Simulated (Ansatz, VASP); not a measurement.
One calculation of ScB2N3, two programs

```
Sc B N
1.0
     2.26671    1.30868    3.58396
    -2.26671    1.30868    3.58396
     0.00000   -2.61737    3.58396
Sc B N
1 2 3
Direct
  0.00000 0.00000 0.00000
  0.62547 0.62547 0.62547
  0.37453 0.37453 0.37453
  0.00000 0.50000 0.00000
  0.50000 0.00000 0.00000
  0.00000 0.00000 0.50000
```

Change from the starting cell: species swapped into the Ta2MnV3 type (R-3m, No. 166).

Alike in both runs: task single point; functional PBE; k mesh 6 × 6 × 6; occupations gaussian, width 0.1 eV; no spin polarisation.

|  | VASP | Ansatz |
| --- | --- | --- |
| version | VASP 6.6.1 | Ansatz 0.2.0 |
| potentials or method | VASP PAW PBE potentials, release 64 (Sc_sv, B, N) | scalar-relativistic, plane waves, PAW |
| plane-wave cutoff (eV) | 520 | 420 |
| valence electrons in the cell | 32 | 32 |

Ansatz gave:

```
gap on the k mesh at the Fermi level (eV)       : none
pressure (GPa)                                  : -7.9
largest component of the traceless stress (GPa) : 6.80
rms of the force components (eV/Å)              : 0.015
```

Which values does VASP return?

gap on the k mesh at the Fermi level (eV): none; pressure (GPa): -7.5; largest component of the traceless stress (GPa): 6.51; rms of the force components (eV/Å): 0.014.

Atom by atom the forces differ by 0.001 eV/Å (rms over components). A gap of «none» marks a metal or a gap that the smearing closes. With one functional, cell and mesh, what is left measures potentials, basis and numerics.
